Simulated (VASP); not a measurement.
Here is the system:

```yaml
crystal:
  lattice:
    - [0.00000, 2.24519, 2.24519]
    - [2.24519, 0.00000, 2.24519]
    - [2.24519, 2.24519, 0.00000]
  atoms:
    - { symbol: Nb, position: [0.00000, 0.00000, 0.00000] }
    - { symbol: C, position: [0.50000, 0.50000, 0.50000] }
```

The numbers are results of optB88-vdW, VASP's PBE PAW potentials (set 64) (plane waves; VASP 6.6.1), not measurements. Run with 520 eV cut-off, Gaussian smearing of 0.050 eV, potentials Nb_sv C.

**Question.** Give the energies of bands 6 to 11 at the high-symmetry points, in eV from the Fermi level.

**Answer.** 
```csv
band,Γ,X,U,L,W
6,-1.30,-4.05,-5.06,-7.41,-4.58
7,-1.30,-3.80,-4.15,-5.06,-4.30
8,-1.30,-1.33,-3.47,-5.06,-4.30
9,-0.26,-1.33,-0.32,2.01,1.46
10,-0.26,1.89,2.35,2.01,1.46
11,-0.26,3.06,3.25,3.41,3.06
```

It has no gap at this level: it comes out as a metal or semimetal.

The compound is NbC in the rock salt structure. It was relaxed first. The electron count is odd and the run is not spin-polarised, which forces a metal.
